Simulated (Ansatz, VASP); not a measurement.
**CuAs: VASP beside Ansatz**

The input INCAR:

```
SYSTEM = CuAs
PREC = Accurate
ENCUT = 520
EDIFF = 1E-6
ISMEAR = 0
SIGMA = 0.15
LREAL = .FALSE.
LASPH = .TRUE.
NELM = 60
ALGO = Normal
ISIF = 2
LWAVE = .FALSE.
LCHARG = .FALSE.
GGA = CA
NBANDS = 24
```

The input KPOINTS:

```
Automatic mesh
0
G
  12 12 8
  0 0 0
```

The input POSCAR:

```
CuAs
1.0
    3.7796846230      0.0000000000      0.0000000000
   -1.8898423115      3.2733029018      0.0000000000
    0.0000000000      0.0000000000      4.5989000000
Cu As
2 2
Direct
    0.0000000000      0.0000000000      0.5000000000
    0.0000000000      0.0000000000      0.0000000000
    0.6666666667      0.3333333333      0.7500000000
    0.3333333333      0.6666666667      0.2500000000
```

Input for Ansatz:

```yaml
crystal:
  lattice:
    - [3.779684623, 0.0, 0.0]
    - [-1.8898423115, 3.2733029018, 0.0]
    - [0.0, 0.0, 4.5989]
  atoms:
    - { symbol: Cu, position: [0.0, 0.0, 0.5] }
    - { symbol: Cu, position: [0.0, 0.0, 0.0] }
    - { symbol: As, position: [0.6666666667, 0.3333333333, 0.75] }
    - { symbol: As, position: [0.3333333333, 0.6666666667, 0.25] }
basis:
  ecutwfc: 520.0
kpoints:
  mp_grid: { grid: [12, 12, 8] }
hamiltonian:
  xc: lda
scf:
  occupations: { method: gaussian, width: 0.15 }
output:
  forces: true
  stress: true
  eigenvalues: true
```

Alike in both runs: task single point; functional LDA; k mesh 12 × 12 × 8; occupations gaussian, width 0.15 eV; no spin polarisation.

```csv
,VASP,Ansatz
version,VASP 6.6.1,Ansatz 0.2.0
potentials or method,"VASP PAW LDA potentials, release 64 (Cu, As)","scalar-relativistic, plane waves, PAW"
plane-wave cutoff (eV),520,520
valence electrons in the cell,32,68
```

|  | VASP | Ansatz | Ansatz less VASP |
| --- | --- | --- | --- |
| gap on the k mesh at the Fermi level (eV) | none | none | - |
| pressure (GPa) | 9.0 | 8.5 | -0.56 |
| largest component of the traceless stress (GPa) | 6.36 | 6.36 | -0.006 |

A gap of «none» marks a metal or a gap that the smearing closes. The two sets of potentials don't hold the same shells in valence.
